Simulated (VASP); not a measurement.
# LaSiRu: Pt into a neighbouring Si vacancy, part 2 of 5

Wanted: the minimum-energy path in LaSiRu for this move: Pt into a neighbouring Si vacancy. The start is a cell from a database of measured crystal structures.

VASP 6.6.1, plane waves and PAW; the level of theory is named at each step.

So far. Step 2 (Relax the host): The run ended after 12 ionic steps, 0.042 eV below its first step, once forces and stress met EDIFFG = -0.02.

## Step 3: Relax the start

This step: PBEsol; plane waves and PAW (La, Ru, Si, Pt) (VASP 6.6.1).

System of this step: La8Si6Ru8Pt. The cell holds 23 atoms: 8 La, 8 Ru, 6 Si and 1 Pt. Its edges and angles: a = 9.206 Å, b = 9.206 Å, c = 9.206 Å, α = 125.5°, β = 125.5°, γ = 80.7°. It derives from LaSiRu. Nearest the centre at fractional (0.666, 0.666, 0.500): Ru10 at 1.19 Å, Pt23 at 2.11 Å, La7 at 2.35 Å, La5 at 2.36 Å, Si22 at 3.17 Å, Ru13 at 3.18 Å, Si20 at 3.18 Å, Ru16 at 3.20 Å.

A path needs two true minima; the start is relaxed with symmetry off.

The input, INCAR:

```
SYSTEM = La8Si6Ru8Pt
PREC = Normal
ENCUT = 280
EDIFF = 1E-05
NELM = 120
ISMEAR = 1
SIGMA = 0.15
LREAL = Auto
ALGO = Fast
GGA = PS
NBANDS = 116
LORBIT = 11
LWAVE = .FALSE.
LCHARG = .FALSE.
KPAR = 3
IBRION = 2
NSW = 60
ISIF = 2
EDIFFG = -0.05
POTIM = 0.4
MAXMIX = 40
ISYM = 0
```

The input, POSCAR:

```
La8Si6Ru8Pt
1.0
   -4.2133440743      4.2133440743      7.0177945974
    4.2133440743     -4.2133440743      7.0177945974
    4.2133440743      4.2133440743     -7.0177945974
La Ru Si Pt
8 8 6 1
Direct
    0.4115601353      0.1604303108      0.2527702516
    0.9119240844      0.6566823737      0.2490558536
    0.9110379708      0.1583843272      0.7501048214
    0.4099857370      0.6606163769      0.7507655552
    0.3397871110      0.5884258546      0.2478654389
    0.8405382997      0.0918653315      0.2515155855
    0.8402619379      0.5890165703      0.7475337863
    0.3453666360      0.0916411706      0.7524172270
    0.2452675526      0.2433162540      0.4890818892
    0.7508167355      0.7493076410      0.4995050311
    0.7468226490      0.2544884353      0.0023872202
    0.2524797240      0.7557931695      0.0063832304
   -0.0036729321     -0.0009813200     -0.0051315096
    0.4961134251      0.4992851721     -0.0026542764
    0.4976176858     -0.0003110190      0.4975867262
   -0.0006369790      0.4995051807      0.5003110813
    0.1681891752      0.9174832779      0.2535243147
    0.1666388624      0.4129603530      0.7497945149
    0.0831423996      0.3377728026      0.2495428173
    0.5809720373      0.8338882136      0.2469885860
    0.5836310014      0.3331119621      0.7507758531
    0.0841917251      0.8310897766      0.7478454441
    0.6650700912      0.9138263905      0.7523616043
```

The input, KPOINTS:

```
Automatic mesh
0
Gamma
3 3 3
0 0 0
```

Potentials, in the order of the species: La, Ru, Si and Pt (PBE family, release 64).

Run with:

```console
$ mpirun -np 3 vasp_std
```

The program printed:

```text
[banner, memory and clock lines left out]
running    3 mpi-ranks, on    1 nodes
 distrk:  each k-point on    1 cores,    3 groups
 distr:  one band on    1 cores,    1 groups

 POSCAR found type information on POSCAR LaRuSiPt
 POSCAR found :  4 types and      23 ions
 [... a notice as in an earlier step ...]

 LDA part: xc-table for (Slater+PW92), standard interpolation
 POSCAR, INCAR and KPOINTS ok, starting setup
 FFT: planning ... GRIDC
 FFT: planning ... GRID_SOFT
 FFT: planning ... GRID
 WAVECAR not read
 entering main loop
       N       E                     dE             d eps       ncg     rms          rms(c)
DAV:   1     0.176340337182E+04    0.17634E+04   -0.43053E+04  3248   0.130E+03
DAV:   2     0.377102511693E+03   -0.13863E+04   -0.13282E+04  4088   0.353E+02
DAV:   3    -0.674128674980E+02   -0.44452E+03   -0.42890E+03  5008   0.193E+02
DAV:   4    -0.168899140002E+03   -0.10149E+03   -0.96791E+02  5848   0.977E+01
DAV:   5    -0.185939613183E+03   -0.17040E+02   -0.16148E+02  6440   0.431E+01    0.416E+01
RMM:   6    -0.181805596388E+03    0.41340E+01   -0.12581E+02  4542   0.390E+01    0.142E+01
RMM:   7    -0.177417355532E+03    0.43882E+01   -0.23678E+01  4734   0.155E+01    0.929E+00
RMM:   8    -0.177883542403E+03   -0.46619E+00   -0.12319E+01  5228   0.859E+00    0.485E+00
RMM:   9    -0.177670648783E+03    0.21289E+00   -0.32942E+00  5760   0.490E+00    0.230E+00
RMM:  10    -0.177736771564E+03   -0.66123E-01   -0.15973E+00  5702   0.312E+00    0.153E+00
RMM:  11    -0.177768059080E+03   -0.31288E-01   -0.77526E-01  5589   0.207E+00    0.906E-01
RMM:  12    -0.177812331804E+03   -0.44273E-01   -0.52925E-01  5895   0.158E+00    0.583E-01
RMM:  13    -0.177839936466E+03   -0.27605E-01   -0.30188E-01  5935   0.114E+00    0.443E-01
RMM:  14    -0.177865569548E+03   -0.25633E-01   -0.25801E-01  5935   0.100E+00    0.244E-01
RMM:  15    -0.177882524201E+03   -0.16955E-01   -0.16822E-01  5936   0.860E-01    0.181E-01
RMM:  16    -0.177896998178E+03   -0.14474E-01   -0.15055E-01  5934   0.749E-01    0.144E-01
RMM:  17    -0.177907285046E+03   -0.10287E-01   -0.10234E-01  5935   0.665E-01    0.102E-01
RMM:  18    -0.177916723567E+03   -0.94385E-02   -0.95043E-02  5926   0.606E-01    0.478E-02
RMM:  19    -0.177923061312E+03   -0.63377E-02   -0.64734E-02  5926   0.529E-01    0.380E-02
RMM:  20    -0.177928911489E+03   -0.58502E-02   -0.59981E-02  5927   0.472E-01    0.391E-02
RMM:  21    -0.177933023768E+03   -0.41123E-02   -0.42390E-02  5853   0.435E-01    0.187E-02
RMM:  22    -0.177936743495E+03   -0.37197E-02   -0.38483E-02  5850   0.382E-01    0.340E-02
RMM:  23    -0.177939467561E+03   -0.27241E-02   -0.28444E-02  5650   0.359E-01    0.169E-02
RMM:  24    -0.177941809498E+03   -0.23419E-02   -0.24580E-02  5585   0.317E-01    0.580E-02
RMM:  25    -0.177943691039E+03   -0.18815E-02   -0.19421E-02  5564   0.299E-01    0.481E-03
WARNING in EDDRMM: call to ZHEGV failed, returncode =   6  3     82
RMM:  26    -0.177945247326E+03   -0.15563E-02   -0.16335E-02  5569   0.260E-01    0.360E-02
WARNING in EDDRMM: call to ZHEGV failed, returncode =   6  3     83
RMM:  27    -0.177946488771E+03   -0.12414E-02   -0.12907E-02  5535   0.237E-01    0.289E-02
RMM:  28    -0.177947414246E+03   -0.92548E-03   -0.10496E-02  5427   0.213E-01    0.961E-02
RMM:  29    -0.177948259663E+03   -0.84542E-03   -0.85829E-03  5232   0.193E-01    0.917E-02
RMM:  30    -0.177948932021E+03   -0.67236E-03   -0.70518E-03  5153   0.175E-01    0.100E-01
RMM:  31    -0.177949474780E+03   -0.54276E-03   -0.57432E-03  5127   0.159E-01    0.111E-01
RMM:  32    -0.177949949152E+03   -0.47437E-03   -0.48127E-03  5070   0.146E-01    0.113E-01
RMM:  33    -0.177950382101E+03   -0.43295E-03   -0.40295E-03  5219   0.141E-01    0.958E-02
RMM:  34    -0.177950744723E+03   -0.36262E-03   -0.34476E-03  5148   0.128E-01    0.853E-02
RMM:  35    -0.177951007063E+03   -0.26234E-03   -0.27266E-03  4896   0.116E-01    0.902E-02
RMM:  36    -0.177951226150E+03   -0.21909E-03   -0.23215E-03  4814   0.108E-01    0.975E-02
RMM:  37    -0.177951375855E+03   -0.14970E-03   -0.18175E-03  4772   0.971E-02    0.113E-01
RMM:  38    -0.177951535212E+03   -0.15936E-03   -0.15784E-03  4731   0.889E-02    0.114E-01
RMM:  39    -0.177951657636E+03   -0.12242E-03   -0.12439E-03  4696   0.823E-02    0.117E-01
WARNING in EDDRMM: call to ZHEGV failed, returncode =   6  3     90
RMM:  40    -0.177951797727E+03   -0.14009E-03   -0.11268E-03  4664   0.780E-02    0.106E-01
RMM:  41    -0.177951897712E+03   -0.99985E-04   -0.88745E-04  4677   0.746E-02    0.102E-01
RMM:  42    -0.177951983437E+03   -0.85725E-04   -0.79471E-04  4656   0.682E-02    0.101E-01
RMM:  43    -0.177952051374E+03   -0.67937E-04   -0.62763E-04  4698   0.641E-02    0.100E-01
RMM:  44    -0.177952104651E+03   -0.53277E-04   -0.55996E-04  4680   0.557E-02    0.106E-01
RMM:  45    -0.177952146547E+03   -0.41896E-04   -0.42970E-04  4510   0.505E-02    0.108E-01
RMM:  46    -0.177952195934E+03   -0.49387E-04   -0.38724E-04  4429   0.476E-02    0.105E-01
RMM:  47    -0.177952225274E+03   -0.29340E-04   -0.29795E-04  4389   0.449E-02    0.107E-01
RMM:  48    -0.177952247909E+03   -0.22635E-04   -0.26623E-04  4268   0.404E-02    0.111E-01
RMM:  49    -0.177952268472E+03   -0.20563E-04   -0.20854E-04  4214   0.383E-02    0.112E-01
RMM:  50    -0.177952285632E+03   -0.17160E-04   -0.18256E-04  4061   0.349E-02    0.115E-01
RMM:  51    -0.177952306203E+03   -0.20571E-04   -0.14761E-04  3966   0.340E-02    0.114E-01
RMM:  52    -0.177952319342E+03   -0.13139E-04   -0.13001E-04  3823   0.311E-02    0.115E-01
RMM:  53    -0.177952328985E+03   -0.96427E-05   -0.10290E-04  3703   0.302E-02    0.116E-01
RMM:  54    -0.177952337469E+03   -0.84839E-05   -0.86662E-05  3498   0.272E-02
   1 F= -.17795234E+03 E0= -.17794547E+03  d E =-.177952E+03
 curvature:   0.00 expect dE= 0.000E+00 dE for cont linesearch  0.000E+00
 trial: gam= 0.00000 g(F)=  0.145E+01 g(S)=  0.000E+00 ort = 0.000E+00 (trialstep = 0.100E+01)
 search vector abs. value=  0.145E+01
 bond charge predicted
       N       E                     dE             d eps       ncg     rms          rms(c)
DAV:   1    -0.177406238352E+03    0.54609E+00   -0.25080E+02  3392   0.310E+01    0.452E+00
RMM:   2    -0.178718134283E+03   -0.13119E+01   -0.10662E+01  4159   0.188E+01    0.530E+00
RMM:   3    -0.179006072255E+03   -0.28794E+00   -0.11803E+01  4352   0.143E+01    0.207E+01
RMM:   4    -0.184115299339E+03   -0.51092E+01    0.41569E+01  5256   0.328E+01    0.235E+01
RMM:   5    -0.179291656780E+03    0.48236E+01   -0.17257E+01  4450   0.238E+01    0.210E+01
RMM:   6    -0.177614028097E+03    0.16776E+01   -0.33380E+00  4591   0.747E+00    0.111E+01
[...]
RMM:   9    -0.178280828917E+03    0.34676E-01   -0.33585E-01  5011   0.211E+00    0.889E+00
RMM:  10    -0.178407079449E+03   -0.12625E+00   -0.90730E-02  5308   0.992E-01    0.743E+00
RMM:  11    -0.178723033570E+03   -0.31595E+00   -0.38220E-01  5334   0.194E+00    0.456E+00
RMM:  12    -0.178845461565E+03   -0.12243E+00   -0.28026E-01  5390   0.149E+00    0.290E+00
RMM:  13    -0.178833089039E+03    0.12373E-01   -0.17075E-01  5393   0.134E+00    0.165E+00
RMM:  14    -0.178838203228E+03   -0.51142E-02   -0.40420E-02  5605   0.553E-01    0.167E+00
RMM:  15    -0.178838078427E+03    0.12480E-03   -0.15756E-02  5464   0.361E-01    0.200E+00
RMM:  16    -0.178839736349E+03   -0.16579E-02   -0.19186E-02  5559   0.326E-01    0.180E+00
RMM:  17    -0.178846361828E+03   -0.66255E-02   -0.12784E-01  5579   0.102E+00    0.139E+00
RMM:  18    -0.178856071809E+03   -0.97100E-02   -0.26889E-02  5582   0.583E-01    0.137E+00
RMM:  19    -0.178859516486E+03   -0.34447E-02   -0.27161E-02  5591   0.428E-01    0.140E+00
RMM:  20    -0.178854372037E+03    0.51444E-02   -0.63595E-02  5581   0.922E-01    0.212E+00
RMM:  21    -0.178865604659E+03   -0.11233E-01   -0.46485E-02  5589   0.912E-01    0.343E+00
RMM:  22    -0.178886821246E+03   -0.21217E-01   -0.19500E-02  5525   0.496E-01    0.417E+00
RMM:  23    -0.178851210121E+03    0.35611E-01   -0.37407E-01  5948   0.236E+00    0.182E+00
RMM:  24    -0.178854070787E+03   -0.28607E-02   -0.90877E-02  5634   0.101E+00    0.183E+00
RMM:  25    -0.178876684315E+03   -0.22614E-01   -0.17288E-01  5945   0.155E+00    0.351E+00
RMM:  26    -0.178910830993E+03   -0.34147E-01   -0.33019E-02  5515   0.577E-01    0.459E+00
RMM:  27    -0.178943341870E+03   -0.32511E-01   -0.13988E-02  5498   0.366E-01    0.532E+00
RMM:  28    -0.178826620291E+03    0.11672E+00   -0.46328E-01  5952   0.274E+00    0.201E+00
RMM:  29    -0.178839951784E+03   -0.13331E-01   -0.18656E-01  5616   0.119E+00    0.233E+00
RMM:  30    -0.178759711873E+03    0.80240E-01   -0.30946E-01  5946   0.168E+00    0.446E+00
[...]
RMM:  35    -0.178493190238E+03    0.16918E+00   -0.10224E-01  5691   0.870E-01    0.556E+00
RMM:  36    -0.178507857222E+03   -0.14667E-01   -0.17070E-02  5591   0.440E-01    0.549E+00
RMM:  37    -0.178438015818E+03    0.69841E-01   -0.29975E-02  5608   0.458E-01    0.552E+00
RMM:  38    -0.178831492561E+03   -0.39348E+00   -0.90942E-01  5950   0.278E+00    0.610E-01
RMM:  39    -0.178836421032E+03   -0.49285E-02   -0.94719E-02  5614   0.790E-01    0.439E-01
RMM:  40    -0.178838338445E+03   -0.19174E-02   -0.43806E-02  5598   0.551E-01    0.308E-01
RMM:  41    -0.178839333240E+03   -0.99479E-03   -0.20333E-02  5613   0.362E-01    0.188E-01
RMM:  42    -0.178840478722E+03   -0.11455E-02   -0.16682E-02  5529   0.313E-01    0.115E-01
RMM:  43    -0.178841309075E+03   -0.83035E-03   -0.10597E-02  5548   0.281E-01    0.808E-02
RMM:  44    -0.178841765401E+03   -0.45633E-03   -0.57370E-03  5338   0.177E-01    0.948E-02
RMM:  45    -0.178842192082E+03   -0.42668E-03   -0.42441E-03  5099   0.157E-01    0.100E-01
RMM:  46    -0.178842473298E+03   -0.28122E-03   -0.28710E-03  4879   0.121E-01    0.106E-01
WARNING in EDDRMM: call to ZHEGV failed, returncode =   8  4     50
RMM:  47    -0.178842717396E+03   -0.24410E-03   -0.24277E-03  4736   0.105E-01    0.122E-01
WARNING in EDDRMM: call to ZHEGV failed, returncode =   6  3     41
RMM:  48    -0.178842891689E+03   -0.17429E-03   -0.17222E-03  4756   0.942E-02    0.117E-01
RMM:  49    -0.178843048295E+03   -0.15661E-03   -0.15270E-03  4714   0.889E-02    0.107E-01
RMM:  50    -0.178843176032E+03   -0.12774E-03   -0.11645E-03  4533   0.793E-02    0.103E-01
RMM:  51    -0.178843337009E+03   -0.16098E-03   -0.12168E-03  4753   0.859E-02    0.738E-02
WARNING in EDDRMM: call to ZHEGV failed, returncode =   8  4     63
RMM:  52    -0.178843473733E+03   -0.13672E-03   -0.12086E-03  5086   0.938E-02    0.247E-02
RMM:  53    -0.178843589940E+03   -0.11621E-03   -0.12961E-03  5084   0.947E-02    0.238E-02
RMM:  54    -0.178843652848E+03   -0.62908E-04   -0.69617E-04  4434   0.754E-02    0.116E-02
RMM:  55    -0.178843721245E+03   -0.68397E-04   -0.74960E-04  4328   0.683E-02    0.122E-02
WARNING in EDDRMM: call to ZHEGV failed, returncode =   8  4     34
RMM:  56    -0.178843770314E+03   -0.49069E-04   -0.54787E-04  4173   0.647E-02    0.104E-02
RMM:  57    -0.178843807420E+03   -0.37106E-04   -0.43702E-04  4290   0.565E-02    0.725E-03
WARNING in EDDRMM: call to ZHEGV failed, returncode =   8  4     92
RMM:  58    -0.178843837772E+03   -0.30351E-04   -0.34377E-04  4162   0.530E-02    0.515E-03
WARNING in EDDRMM: call to ZHEGV failed, returncode =   8  4     83
RMM:  59    -0.178843864054E+03   -0.26283E-04   -0.29114E-04  4064   0.490E-02    0.285E-03
RMM:  60    -0.178843886676E+03   -0.22621E-04   -0.24481E-04  4069   0.459E-02    0.300E-03
RMM:  61    -0.178843904892E+03   -0.18216E-04   -0.19407E-04  3879   0.414E-02    0.422E-03
RMM:  62    -0.178843919213E+03   -0.14321E-04   -0.15218E-04  3805   0.397E-02    0.496E-03
RMM:  63    -0.178843931547E+03   -0.12334E-04   -0.13087E-04  3530   0.368E-02    0.711E-03
RMM:  64    -0.178843939578E+03   -0.80306E-05   -0.92988E-05  3353   0.345E-02
   2 F= -.17884394E+03 E0= -.17883789E+03  d E =-.891602E+00
[... from here on, the cycles between the ionic steps are left out ...]
   3 F= -.17897357E+03 E0= -.17897010E+03  d E =-.102124E+01
   4 F= -.17897652E+03 E0= -.17897289E+03  d E =-.102419E+01
   5 F= -.17916735E+03 E0= -.17916336E+03  d E =-.190824E+00
   6 F= -.17933348E+03 E0= -.17932961E+03  d E =-.356958E+00
[...]
WARNING in EDDRMM: call to ZHEGV failed, returncode =   6  3     66
[...]
WARNING in EDDRMM: call to ZHEGV failed, returncode =   6  3     87
   7 F= -.17942968E+03 E0= -.17942688E+03  d E =-.962028E-01
   8 F= -.17943584E+03 E0= -.17943335E+03  d E =-.102359E+00
   9 F= -.17946047E+03 E0= -.17945846E+03  d E =-.246336E-01
  10 F= -.17946776E+03 E0= -.17946598E+03  d E =-.319168E-01
  11 F= -.17946860E+03 E0= -.17946691E+03  d E =-.327624E-01
  12 F= -.17947747E+03 E0= -.17947589E+03  d E =-.887169E-02
  13 F= -.17947862E+03 E0= -.17947707E+03  d E =-.100150E-01
  14 F= -.17947884E+03 E0= -.17947730E+03  d E =-.102353E-01
 curvature:  -1.90 expect dE=-0.355E-02 dE for cont linesearch -0.283E-05
 trial: gam= 0.27323 g(F)=  0.187E-02 g(S)=  0.000E+00 ort = 0.115E-03 (trialstep = 0.214E+01)
 search vector abs. value=  0.259E-02
 bond charge predicted
       N       E                     dE             d eps       ncg     rms          rms(c)
DAV:   1    -0.179475821367E+03    0.30077E-02   -0.77690E-01  3600   0.228E+00    0.224E-01
RMM:   2    -0.179483456163E+03   -0.76348E-02   -0.60046E-02  4534   0.104E+00    0.321E-01
RMM:   3    -0.179481931225E+03    0.15249E-02   -0.24912E-02  4606   0.492E-01    0.173E-01
RMM:   4    -0.179481989208E+03   -0.57983E-04   -0.60140E-03  4531   0.283E-01    0.147E-01
RMM:   5    -0.179481810458E+03    0.17875E-03   -0.19401E-03  4714   0.135E-01    0.118E-01
RMM:   6    -0.179482034072E+03   -0.22361E-03   -0.13024E-03  4952   0.880E-02    0.146E-01
RMM:   7    -0.179482039236E+03   -0.51644E-05   -0.30146E-04  5026   0.512E-02    0.150E-01
RMM:   8    -0.179481856210E+03    0.18303E-03   -0.16333E-04  4403   0.459E-02    0.132E-01
RMM:   9    -0.179481793309E+03    0.62901E-04   -0.11261E-04  3890   0.371E-02    0.120E-01
RMM:  10    -0.179481753475E+03    0.39834E-04   -0.75198E-05  3044   0.356E-02    0.107E-01
RMM:  11    -0.179481706221E+03    0.47254E-04   -0.39036E-04  5317   0.623E-02    0.746E-02
RMM:  12    -0.179481692707E+03    0.13513E-04   -0.62934E-05  2961   0.287E-02    0.708E-02
RMM:  13    -0.179481587269E+03    0.10544E-03   -0.50257E-04  5663   0.734E-02    0.190E-02
RMM:  14    -0.179481590691E+03   -0.34228E-05   -0.52703E-05  2776   0.239E-02
  15 F= -.17948159E+03 E0= -.17947988E+03  d E =-.275379E-02
 trial-energy change:   -0.002754  1 .order   -0.002581   -0.004068   -0.001094
 step:   2.6914(harm=  2.9317)  dis= 0.01224  next Energy=  -179.481733 (dE=-0.290E-02)
 reached required accuracy - stopping structural energy minimisation
```

Elapsed: 20 min, on 3 MPI ranks of Intel Xeon 6975P-C (Granite Rapids), shared host; peak memory 1.3 GiB; 59 min of CPU time.

(Part 2 of 5 ends here.)

[Lines on the potential files, build, host, timing and source positions are cut from VASP's logs without a mark.]

[Logs are printed without paths, hosts, clocks, repeated set-up lines and the standing remarks that a program may print on its own settings, such as how far it seeks lower states.]

[Hosts, paths, dates, database ids (printed as entryN), source tags and the programs' standing remarks are cut or masked in the printed files.]

[Runs that stopped without an error message from VASP are left out.]
